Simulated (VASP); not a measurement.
These are PBEsol GGA, VASP's PBE PAW potentials (set 64) (plane waves; VASP 6.6.1) values and carry that method's errors.

VASP input:

### INCAR
```
ALGO = Normal
EDIFF = 1E-7
EDIFFG = -0.01
ENCUT = 480
GGA = PS
IBRION = 2
ISIF = 3
ISMEAR = 1
LASPH = T
LCHARG = F
LMAXMIX = 6
LREAL = F
LWAVE = F
NELM = 100
NSW = 40
PREC = Accurate
PSTRESS = 150
SIGMA = 0.1
SYSTEM = DyBi
```

KPOINTS:
```
Automatic mesh
0
Gamma
8 8 4
0 0 0
```

### POSCAR
```
DyBi
1
    4.0529716328    -0.0000000735     0.0000000000
   -2.0264862937     3.5099764000    -0.0000000000
   -0.0000000000    -0.0000000000     7.2894339954
Dy Bi
2 2
Direct
  0.0000000000   0.0000000000   0.0000000000
  0.0000000000   0.0000000000   0.5000000000
  0.3333330000   0.6666670000   0.2500000000
  0.6666670000   0.3333330000   0.7500000000
```

POTCAR, in this order: Dy_3 Bi_d (PBE.64 set). Program: vasp_std.

What will the output report for the number of irreducible k-points (NKPTS), number of bands (NBANDS), largest plane-wave count, number of space-group operations, FFT grid (NGX, NGY, NGZ)?

```yaml
number of irreducible k-points (NKPTS): 30
number of bands (NBANDS): 28
largest_plane_wave_count: 2500
number_of_space_group_operations: 24
FFT grid (NGX, NGY, NGZ): 30 × 30 × 54
```

The structure was generated: DyBi was put into the NiAs type (P6_3/mmc), which need not be its known phase. It was relaxed first under an external pressure of 15 GPa. The 4f electrons are frozen in the core of the lanthanide potential, so 4f levels, which can set the real gap, and their magnetism are missing.
